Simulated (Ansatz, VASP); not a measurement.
## B3P3H4 (armchair BP ribbon N=3 H edges): VASP beside Ansatz

Aim: how closely do two programs agree when they are given the same cell, functional and k mesh? The cell is taken from a series of runs on this material, whose earlier steps may have relaxed, scaled, displaced or heated it; both programs get it as it stands. Other levels of theory on this material are compared in a session of their own.

Calculated with Ansatz 0.2.0; plane waves, with VASP 6.6.1 beside it; single point at r2SCAN.

**1. The structure**

The cell holds 10 atoms: 3 B, 3 P and 4 H. Its edges and angles: a = 12.612 Å, b = 7.000 Å, c = 5.630 Å, α = 90.0°, β = 90.0°, γ = 90.0°. Vacuum lies along a and b. The structure's axis is c.

**2. Ansatz: single point, r2SCAN**

Ansatz runs on its default PAW (the set named soft_2) files.

A single point gives forces, pressure and levels at one fixed geometry, so differences don't come from the geometry; what else differs is listed under the comparison.

Input file input.yaml:

```yaml
crystal:
  lattice:
    - [12.612, 0.0, 0.0]
    - [0.0, 7.0, 0.0]
    - [0.0, 0.0, 5.6301685425]
  atoms:
    - { symbol: B, position: [0.372950339, 0.5, 0.002074094] }
    - { symbol: B, position: [0.627049661, 0.5, 0.002074094] }
    - { symbol: P, position: [0.378201774, 0.5, 0.325529577] }
    - { symbol: P, position: [0.621798226, 0.5, 0.325529577] }
    - { symbol: H, position: [0.281443388, 0.5, 0.450928775] }
    - { symbol: H, position: [0.718556612, 0.5, 0.450928775] }
    - { symbol: B, position: [0.5, 0.5, 0.505634697] }
    - { symbol: P, position: [0.5, 0.5, 0.83938685] }
    - { symbol: H, position: [0.289123107, 0.5, 0.902899432] }
    - { symbol: H, position: [0.710876893, 0.5, 0.902899432] }
kpoints:
  mp_grid: { grid: [1, 1, 11] }
  band_path: { path: ["Γ", Z], npoints: 50 }
scf:
  occupations: { method: fermi_dirac, width: 0.05 }
hamiltonian:
  xc: r2scan
```

Command:

```sh
ansatz run input.yaml --threads 4 --pin off --max-ram 16384MiB --backend cpu --events-out ev --progress --plain --runs-dir out
```

Numbers of over 12 decimals in the logs are rounded to 6 here.

The program printed:

```text
Engine: ansatz 0.2.0, aarch64-unknown-linux-gnu
Pseudopotentials: kind: paw
Pseudopotential: B, paw, valence charge 3, recommended cutoff 500 eV (meta_gga), B.paw.azcp
Pseudopotential: P, paw, valence charge 5, recommended cutoff 500 eV (meta_gga), P.paw.azcp
Pseudopotential: H, paw, valence charge 1, recommended cutoff 500 eV (meta_gga), H.paw.azcp
Functional definition: r2SCAN
  parameter k0 = 0.174
  parameter k1 = 0.065
  parameter a1 = 4.9479
  exchange = r2scan_x(k0 = k0, k1 = k1, a1 = a1)
  correlation = r2scan_c
Crystal: 10 atoms, lattice volume = 497.054 Å³
Basis set: ecut = 500 eV, 12617 PW (Γ), exchange–correlation on 384×216×180 points (64 copies of the dense FFT grid, shifted against one another)
Bands: 24, of which v1, the nominal top of the filled ones, is band 14 counted from 1 (13 counted from 0)
Symmetry: 4 space group operations
Space group: Pmm2 (ITA 25), of the structure as read, at distance tolerance 7.9e-5 Å
k-points: 6 of 11 (time reversal used)
Non-local potential: B, projectors of the file, l = 0: 2, l = 1: 2, l = 2: 1
Non-local potential: P, projectors of the file, l = 0: 2, l = 1: 2, l = 2: 2
Non-local potential: H, projectors of the file, l = 0: 2, l = 1: 1
PAW form: soft (Blöchl's): semilocal exchange-correlation on the pseudo side does not see the compensation charge
PAW frozen core: B, regenerated for the run's functional (the file was generated under x = pbe(κ = 0.804, μ = 0.219515), c = pbe(β = 0.066725))
PAW frozen core: P, regenerated for the run's functional (the file was generated under x = pbe(κ = 0.804, μ = 0.219515), c = pbe(β = 0.066725))
PAW one-centre angular grid: B, 302 points (default); XC on 160 Gauss nodes
PAW one-centre angular grid: P, 302 points (default); XC on 160 Gauss nodes
PAW one-centre angular grid: H, 302 points (default); XC on 160 Gauss nodes
Initial density: superposition of atomic densities (neutral atoms: chi_scale 0, normalization atom), corrected by the library's trained network
Initial wavefunctions: pseudopotential atomic-orbital guess
Functional: x = r2scan, c = r2scan; τ floored in thin density (d = 2e-4 eV/Å³)
SCF iter   1: F=—  HF=-2810.434461 eV  |F-HF|=—  |Δ(HF+E_count)|=         —  Δρ=2.22e-3  dr2=2.74e-2  dr2_τ=3.86e-1  ethr=1.77e-3  ⟨swp⟩=10.5  Hψ=1100  notcnv=0  defer=4
preconditioner: auto → Resta (q_TF=auto, 1.689 Å⁻¹)  ε∞=1.7  [insulator: Δε(μ)=1.672 eV  Ē_g=10.593 eV  σ=0.050 eV  W_gap=1.00  n_scr=38 (ndim 8)  ℏωp=8.8 eV  f_vac=0.630  D(μ)=0.00/eV (n_scr^D=0)  ε∞_Penn≈1.7  vacuum switching on, ρ_ref=8.1e-3 e/Å³]
SCF iter   2: F=—  HF=-2810.435876 eV  |F-HF|=—  |Δ(HF+E_count)|=   1.41e-3  Δρ=1.42e-3  dr2=8.84e-3  dr2_τ=2.83e-4  ethr=9.80e-5  ⟨swp⟩=4.0  Hψ=359  notcnv=0  defer=23
SCF iter   3: F=—  HF=-2810.452846 eV  |F-HF|=—  |Δ(HF+E_count)|=   1.70e-2  Δρ=4.80e-4  dr2=3.41e-3  dr2_τ=1.23e-4  ethr=3.16e-5  ⟨swp⟩=4.5  Hψ=277  notcnv=0  defer=23
SCF iter   4: F=—  HF=-2810.452459 eV  |F-HF|=—  |Δ(HF+E_count)|=   3.86e-4  Δρ=1.31e-4  dr2=1.21e-4  dr2_τ=8.15e-6  ethr=1.22e-5  ⟨swp⟩=2.7  Hψ=219  notcnv=0  defer=23
SCF iter   5: F=—  HF=-2810.452567 eV  |F-HF|=—  |Δ(HF+E_count)|=   1.08e-4  Δρ=4.82e-5  dr2=1.60e-5  dr2_τ=6.10e-7  ethr=4.33e-7  ⟨swp⟩=2.0  Hψ=228  notcnv=0  defer=23
SCF iter   6: F=—  HF=-2810.452545 eV  |F-HF|=—  |Δ(HF+E_count)|=   2.28e-5  Δρ=1.48e-5  dr2=1.78e-6  dr2_τ=8.48e-8  ethr=5.71e-8  ⟨swp⟩=2.0  Hψ=257  notcnv=0  defer=23
SCF iter   7: F=—  HF=-2810.452548 eV  |F-HF|=—  |Δ(HF+E_count)|=   3.86e-6  Δρ=5.28e-6  dr2=1.16e-7  dr2_τ=4.98e-9  ethr=6.35e-9  ⟨swp⟩=2.0  Hψ=195  notcnv=0  defer=23
SCF iter   8: F=-2810.452549 eV  HF=-2810.452549 eV  |F-HF|=1.83e-8  |Δ(HF+E_count)|=   1.03e-6  Δρ=8.43e-7  dr2=5.24e-9  dr2_τ=3.31e-10  ethr=3.57e-10  ⟨swp⟩=14.5  Hψ=887  notcnv=0
SCF 1 converged in 8 iterations: F = -2810.452549 eV  dr2 = 5.24e-9
  greatest PAW one-centre occupation: 0.772 electrons in one spin orbital (limit 2), on the P atom at site 7 (counted from 0), in its partial waves of l = 0
NSCF: frozen V_eff on 51 k-points
SCF converged after 8 iterations
Free energy (F): -2810.452549 eV
Harris-Foulkes:  -2810.452549 eV  (|F-HF|=1.83e-8)
Internal energy: -2810.452549 eV  (E = F + TS)
E sigma→0 (E₀):  -2810.452549 eV
Entropy (-TS):   -0.000000 eV (-0.000 meV/atom)
Fermi energy:    -2.254590 eV
--- Per-component energies (eV) ---
  E_band       = -251.123717
  E_kinetic    = 406.408730
  E_local      = -2607.198080  (includes V_loc(G=0)·N_el)
  E_nonlocal   = 142.225042
  E_hartree    = 1094.916256
  E_xc         = -301.886864
  E_vxc        = -366.405998  (∫ρ·V_xc dr)
  E_paw        = -1970.156640  (= ΣΔE_a)
  E_vpaw       = -35.065710  (= ΣTr[D̂ρ^β])
  E_aug_tail   = -0.001814  (compensation charges beyond the density's cutoff)
  E_vtau       = 19.083260  (kinetic-family band-sum trace: ∫τ·v_τ [+ j·A + Jᵃ·Aᵃ] dr)
  E_ewald      = 425.568674
  E_core_change = -0.327853  (= ΣΔE_core)
  E_smearing   = -0.000000  (= −TS)
  E_closure    = -0.000000  (closes the sum)
  Σ components = -2810.452549   (vs F -2810.452549, Δ=0.00e0)
--- Band table (eV; the first three rows and the last of 6) ---
  k-point 0: bands = [... 10 lower, -5.7072, -5.6489, -4.1128, -3.0934, -1.4165, 0.1814, 1.1184, 1.5322, ... 6 higher]
  k-point 1: bands = [... 10 lower, -5.7481, -5.6766, -4.1016, -3.2919, -1.1962, 0.1184, 1.0945, 1.5617, ... 6 higher]
  k-point 2: bands = [... 10 lower, -5.8599, -5.7865, -4.0709, -3.7117, -0.7132, -0.0420, 0.9962, 1.6528, ... 6 higher]
  k-point 5: bands = [... 10 lower, -6.3140, -5.4864, -4.9788, -3.9633, -0.5016, 0.8347, 0.8901, 1.2434, ... 6 higher]
```

Reading the cycles: dr2 is the Hartree energy of the density residual (eV), the measure of convergence; HF is the Harris–Foulkes estimate of the energy, which meets the free energy F at convergence.

**3. VASP: single point, r2SCAN**

The same cell, functional, mesh and smearing now go to VASP, with its own data sets.

Lines of VASP's logs that name or quote its potential files are left out, and so is its time.

Input file INCAR:

```
SYSTEM = B3P3H4
PREC = Accurate
ENCUT = 460
EDIFF = 1E-06
NELM = 120
ISMEAR = -1
SIGMA = 0.05
LREAL = .FALSE.
ALGO = Normal
METAGGA = R2SCAN
LASPH = .TRUE.
NBANDS = 24
LORBIT = 11
LWAVE = .FALSE.
LCHARG = .FALSE.
ISIF = 2
GGA_COMPAT = .FALSE.
EFERMI = MIDGAP
LMIXTAU = .TRUE.
KPAR = 2
```

Input file POSCAR:

```
B3P3H4
1.0
   12.6120000000      0.0000000000      0.0000000000
    0.0000000000      7.0000000000      0.0000000000
    0.0000000000      0.0000000000      5.6301685425
B P H
3 3 4
Direct
    0.3729503390      0.5000000000      0.0020740940
    0.6270496610      0.5000000000      0.0020740940
    0.5000000000      0.5000000000      0.5056346970
    0.3782017740      0.5000000000      0.3255295770
    0.6217982260      0.5000000000      0.3255295770
    0.5000000000      0.5000000000      0.8393868500
    0.2814433880      0.5000000000      0.4509287750
    0.7185566120      0.5000000000      0.4509287750
    0.2891231070      0.5000000000      0.9028994320
    0.7108768930      0.5000000000      0.9028994320
```

Input file KPOINTS:

```
Automatic mesh
0
Gamma
1 1 11
0 0 0
```

Potentials, in the order of the species: B, P and H (PBE family, release 64).

Command:

```sh
mpirun -np 2 vasp_std
```

The program printed:

```text
[banner, memory and clock lines left out]
running    2 mpi-ranks, on    1 nodes
 distrk:  each k-point on    1 cores,    2 groups
 distr:  one band on    1 cores,    1 groups

 POSCAR found type information on POSCAR B P H
 POSCAR found :  3 types and      10 ions
|                                                                             |
|               ----> ADVICE to this user running VASP <----                  |
|                                                                             |
|     You enforced a specific xc type in the INCAR file but a different       |
|     [... a line on the potential file left out ...]
|     I HOPE YOU KNOW WHAT YOU ARE DOING!                                     |
|                                                                             |

 LDA part: xc-table for (None), standard interpolation
 POSCAR, INCAR and KPOINTS ok, starting setup
 FFT: planning ... GRIDC
 FFT: planning ... GRID_SOFT
 FFT: planning ... GRID
 WAVECAR not read
 entering main loop
       N       E                     dE             d eps       ncg     rms          rms(c)
DAV:   1     0.136945066181E+03    0.13695E+03   -0.83147E+03   288   0.741E+02
DAV:   2    -0.466255936748E+02   -0.18357E+03   -0.17495E+03   408   0.155E+02
DAV:   3    -0.699990660172E+02   -0.23373E+02   -0.23272E+02   352   0.626E+01
DAV:   4    -0.705758143597E+02   -0.57675E+00   -0.57534E+00   432   0.115E+01
DAV:   5    -0.705869033990E+02   -0.11089E-01   -0.11087E-01   424   0.149E+00    0.148E+01
DAV:   6    -0.663078149747E+02    0.42791E+01   -0.67568E+00   376   0.107E+01    0.906E+00
DAV:   7    -0.614844027302E+02    0.48234E+01   -0.96555E-01   392   0.603E+00    0.250E+00
DAV:   8    -0.645536809392E+02   -0.30693E+01   -0.18946E+00   352   0.638E+00    0.868E-01
DAV:   9    -0.627068450822E+02    0.18468E+01   -0.34084E-01   296   0.356E+00    0.521E-01
DAV:  10    -0.624532702072E+02    0.25357E+00   -0.13861E-01   328   0.210E+00    0.211E-01
DAV:  11    -0.623986347984E+02    0.54635E-01   -0.11708E-01   304   0.242E+00    0.195E-01
DAV:  12    -0.623541749621E+02    0.44460E-01   -0.49233E-02   288   0.161E+00    0.158E-01
DAV:  13    -0.623665760687E+02   -0.12401E-01   -0.20520E-02   336   0.907E-01    0.964E-02
DAV:  14    -0.624029099294E+02   -0.36334E-01   -0.12784E-02   288   0.873E-01    0.934E-02
[...]
DAV:  25    -0.623983760051E+02   -0.40401E-05   -0.68758E-05   320   0.633E-02    0.226E-03
DAV:  26    -0.623984031687E+02   -0.27164E-04   -0.55218E-05   296   0.672E-02    0.813E-04
DAV:  27    -0.623984093306E+02   -0.61619E-05   -0.42603E-05   288   0.578E-02    0.830E-04
DAV:  28    -0.623984355388E+02   -0.26208E-04   -0.12805E-05   304   0.323E-02    0.754E-04
DAV:  29    -0.623984375394E+02   -0.20006E-05   -0.16557E-06   288   0.110E-02    0.606E-04
DAV:  30    -0.623984388781E+02   -0.13387E-05   -0.21195E-06   272   0.145E-02    0.404E-04
DAV:  31    -0.623984408092E+02   -0.19311E-05   -0.80369E-07   240   0.912E-03    0.206E-04
DAV:  32    -0.623984409987E+02   -0.18949E-06   -0.27796E-07   216   0.512E-03
   1 F= -.62398441E+02 E0= -.62398441E+02  d E =-.148296E-07
```

OUTCAR, selected parts (step 3):

```text
ion  position               nearest neighbor table
   1  0.373  0.500  0.002-   9 1.20   4 1.82   6 1.85
   2  0.627  0.500  0.002-  10 1.20   5 1.82   6 1.85
   3  0.500  0.500  0.506-   4 1.84   5 1.84   6 1.88
   4  0.378  0.500  0.326-   7 1.41   1 1.82   3 1.84
   5  0.622  0.500  0.326-   8 1.41   2 1.82   3 1.84
   6  0.500  0.500  0.839-   1 1.85   2 1.85   3 1.88
   7  0.281  0.500  0.451-   4 1.41
   8  0.719  0.500  0.451-   5 1.41
   9  0.289  0.500  0.903-   1 1.20
  10  0.711  0.500  0.903-   2 1.20

  LATTYP: Found a simple orthorhombic cell.
 ALAT       =     5.6301685425
 B/A-ratio  =     1.2433020339
 C/A-ratio  =     2.2400750359

 Subroutine GETGRP returns: Found  4 space group operations
 (whereof  4 operations were pure point group operations)

The static configuration has the point symmetry C_2v.

 Found      6 irreducible k-points:

   k-points           NKPTS =      6   k-points in BZ     NKDIM =      6   number of bands    NBANDS=     24

   dimension x,y,z NGX =    90 NGY =   50 NGZ =   40
   dimension x,y,z NGXF=   180 NGYF=  100 NGZF=   80

   ENCUT  =  460.0 eV  33.81 Ry    5.81 a.u.  22.06 12.24  9.85*2*pi/ulx,y,z

   NELECT =      28.0000    total number of electrons

 k-points in reciprocal lattice and weights: Automatic mesh
   0.00000000  0.00000000  0.00000000       0.091
   0.00000000  0.00000000  0.09090909       0.182
   0.00000000  0.00000000  0.18181818       0.182
   0.00000000  0.00000000  0.27272727       0.182
   0.00000000  0.00000000  0.36363636       0.182
   0.00000000  0.00000000  0.45454545       0.182

 average (electrostatic) potential at core
       1 -36.5322       2 -36.5322       3 -36.9963       4 -94.4842       5 -94.4842
       6 -94.2325       7 -42.9967       8 -42.9967       9 -41.3345      10 -41.3345

 E-fermi :  -2.5142

 k-point     1 :       0.0000    0.0000    0.0000
  band No.  band energies     occupation
    ...
     10      -6.5264      2.00000
     11      -5.9922      2.00000
     12      -5.9308      2.00000
     13      -4.3786      2.00000
     14      -3.3619      2.00000
     15      -1.6674      0.00000
     16      -0.0671      0.00000
     17       0.8697      0.00000
     18       1.2800      0.00000
     19       1.7917      0.00000
    ...

 k-point     2 :       0.0000    0.0000    0.0909
  band No.  band energies     occupation
    ...
     10      -6.4928      2.00000
     11      -6.0328      2.00000
     12      -5.9586      2.00000
     13      -4.3674      2.00000
     14      -3.5593      2.00000
     15      -1.4482      0.00000
     16      -0.1306      0.00000
     17       0.8455      0.00000
     18       1.3102      0.00000
     19       1.8683      0.00000
    ...

 k-point     3 :       0.0000    0.0000    0.1818
  band No.  band energies     occupation
    ...
     10      -6.3928      2.00000
     11      -6.1439      2.00000
     12      -6.0683      2.00000
     13      -4.3367      2.00000
     14      -3.9778      2.00000
     15      -0.9661      0.00000
     16      -0.2924      0.00000
     17       0.7468      0.00000
     18       1.4033      0.00000
     19       1.7322      0.00000
    ...

  Total       -1.8204494      0.4782747     -1.7355745      0.0000000      0.0000000      0.0000000
  in kB       -5.8679417      1.5416457     -5.5943604      0.0000000      0.0000000      0.0000000
  external PRESSURE =      -3.3068855 kB  Pullay stress =       0.0000000 kB

  energy-cutoff  :      460.00
  volume of cell :      497.05
      direct lattice vectors                 reciprocal lattice vectors
    12.612000000  0.000000000  0.000000000     0.079289565  0.000000000  0.000000000
     0.000000000  7.000000000  0.000000000     0.000000000  0.142857143  0.000000000
     0.000000000  0.000000000  5.630168542     0.000000000  0.000000000  0.177614576

 POSITION                                       TOTAL-FORCE (eV/Angst)
 -----------------------------------------------------------------------------------
      4.70365      3.50000      0.01168         0.014211     -0.000000      0.011853
      7.90835      3.50000      0.01168        -0.014211     -0.000000      0.011853
      6.30600      3.50000      2.84681         0.000000     -0.000000     -0.040523
      4.76988      3.50000      1.83279        -0.169466      0.000000      0.116345
      7.84212      3.50000      1.83279         0.169466      0.000000      0.116345
      6.30600      3.50000      4.72589         0.000000     -0.000000     -0.052973
      3.54956      3.50000      2.53881         0.251934     -0.000000     -0.154617
      9.06244      3.50000      2.53881        -0.251934     -0.000000     -0.154617
      3.64642      3.50000      5.08348         0.144833     -0.000000      0.073166
      8.96558      3.50000      5.08348        -0.144833     -0.000000      0.073166
 -----------------------------------------------------------------------------------
    total drift:                                0.000000     -0.000000      0.001953

  FREE ENERGIE OF THE ION-ELECTRON SYSTEM (eV)
  ---------------------------------------------------
  free  energy   TOTEN  =       -62.3984409987 eV

  energy  without entropy=      -62.3984409839  energy(sigma->0) =      -62.39844099

 total charge
# of ion       s       p       d       tot
------------------------------------------
    1        0.720   1.239   0.000   1.959
    2        0.720   1.239   0.000   1.959
    3        0.705   1.230   0.000   1.936
    4        0.976   1.647   0.000   2.623
    5        0.976   1.647   0.000   2.623
    6        0.978   1.643   0.000   2.621
    7        0.567   0.025   0.000   0.592
    8        0.567   0.025   0.000   0.592
    9        0.610   0.022   0.000   0.632
   10        0.610   0.022   0.000   0.632
--------------------------------------------------
tot          7.430   8.740   0.000  16.170

[... 3 further parts left out ...]
```

**4. Differences**

Known differences besides the potentials themselves: VASP keeps PBE cores, Ansatz makes them for the functional; the cutoff is 500 eV in Ansatz and 460 eV in VASP. Total energies have different zeros and are not compared.

The two programs side by side:

```csv
quantity,Ansatz,VASP,difference
gap on the k mesh (eV),1.677,1.694,-0.018
```

A gap on the mesh is an upper bound, since the band edges may lie between its points.

**5. Summary of results**

```yaml
difference_in_gap_on_the_k_mesh_single_point_r2scan: -0.018 eV
```

**Reading.** The difference in gap on the k mesh is -0.018 eV (single point, r2SCAN), within the 0.08 eV picked in this series as the mark of a large difference. 5 further runs of this series are not shown here. How closely two codes agree says nothing of how well the functional describes the real material.

[Lines on the potential files, build, host, timing and source positions are cut from VASP's logs without a mark.]

[Logs are printed without paths, hosts, clocks, repeated set-up lines and the standing remarks that a program may print on its own settings, such as how far it seeks lower states.]

[Hosts, paths, dates, database ids (printed as entryN), source tags and the programs' standing remarks are cut or masked in the printed files.]
